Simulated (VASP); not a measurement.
Calculation: PBE0 hybrid, VASP's PBE PAW potentials (set 64) (plane waves; VASP).

VASP input:

File POSCAR:
```
C
1
    0.0000000000     1.7686727118     1.7686727118
    1.7686727118     0.0000000000     1.7686727118
    1.7686727118     1.7686727118     0.0000000000
C
2
Direct
  0.0000000000   0.0000000000   0.0000000000
  0.2500000000   0.2500000000   0.2500000000
```

### INCAR
```
AEXX = 0.25
ALGO = Normal
EDIFF = 1E-6
ENCUT = 520
GGA = PE
HFRCUT = -1
ISIF = 2
ISMEAR = 0
ISYM = 3
LASPH = .TRUE.
LCHARG = .FALSE.
LHFCALC = .TRUE.
LREAL = .FALSE.
LWAVE = .FALSE.
NELM = 60
PREC = Accurate
PRECFOCK = Fast
SIGMA = 0.05
SYSTEM = C
```

**KPOINTS**
```
kpoints
0
Gamma
  10 10 10
```

POTCAR, in this order: C (PBE.64 set). Program: vasp_std. Read from the step before: WAVECAR.

Predict the energy per atom (σ→0), pressure.

```json
{
 "energy per atom (σ→0)": "-11.062 eV/atom",
 "pressure": "4.12 GPa"
}
```

File OSZICAR:
```
...
DAV:   3    -0.221249007967E+02    0.49444E-03   -0.40411E-04   808   0.188E-01    0.246E-01
DAV:   4    -0.221247615534E+02    0.13924E-03   -0.11590E-04   784   0.105E-01    0.133E-01
DAV:   5    -0.221247226501E+02    0.38903E-04   -0.28393E-05   824   0.540E-02    0.722E-02
DAV:   6    -0.221247113383E+02    0.11312E-04   -0.67232E-06   792   0.273E-02    0.394E-02
DAV:   7    -0.221247079454E+02    0.33929E-05   -0.16196E-06   752   0.141E-02    0.216E-02
DAV:   8    -0.221247069133E+02    0.10321E-05   -0.39763E-07   376   0.740E-03    0.121E-02
DAV:   9    -0.221247066059E+02    0.30741E-06   -0.13685E-07   376   0.482E-03
   1 F= -.22124707E+02 E0= -.22124707E+02  d E =-.216028E-23
```

The compound is C in the diamond structure. This cell is one point of a volume scan, at 0.97 of the reference volume. The cell's shape comes from a PBE relaxation.
